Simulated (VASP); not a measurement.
Data:

```yaml
crystal:
  lattice:
    - [0.00000, 2.37936, 2.37936]
    - [2.37936, 0.00000, 2.37936]
    - [2.37936, 2.37936, 0.00000]
  atoms:
    - { symbol: Tm, position: [0.00000, 0.00000, 0.00000] }
    - { symbol: N, position: [0.50000, 0.50000, 0.50000] }
```

Level of theory: PBEsol GGA, VASP's PBE PAW potentials (set 64) (plane waves; VASP). Settings: 650 eV cut-off, 9×9×9 Γ-centred mesh, Gaussian smearing of 0.050 eV, potentials Tm_3 N.

The 4f electrons are frozen in the core of the lanthanide potential, so 4f levels, which can set the real gap, and their magnetism are missing. Finite-difference elastic constants of metals are sensitive to mesh and smearing; shear constants can be off by tens of GPa.

Q: Give the elastic stiffness tensor with the ions relaxed (GPa, in the frame of the cell).

A: 
```csv
,xx,yy,zz,yz,xz,xy
xx,398,83.3,83.3,0.0,0.0,0.0
yy,83.3,398,83.3,0.0,0.0,0.0
zz,83.3,83.3,398,0.0,0.0,0.0
yz,0.0,0.0,0.0,139,0.0,0.0
xz,0.0,0.0,0.0,0.0,139,0.0
xy,0.0,0.0,0.0,0.0,0.0,139
```

Q: What does the run give for the Hill bulk modulus, Hill shear modulus, Young's modulus, Poisson's ratio?

A: 
| Quantity | Result |
|---|---|
| Hill bulk modulus | 188 GPa |
| Hill shear modulus | 146 GPa |
| Young's modulus | 348 GPa |
| Poisson's ratio | 0.192 |

The structure comes from a measured TmN entry (Fm-3m) of the Crystallography Open Database, whose conditions weren't checked. It was relaxed first.
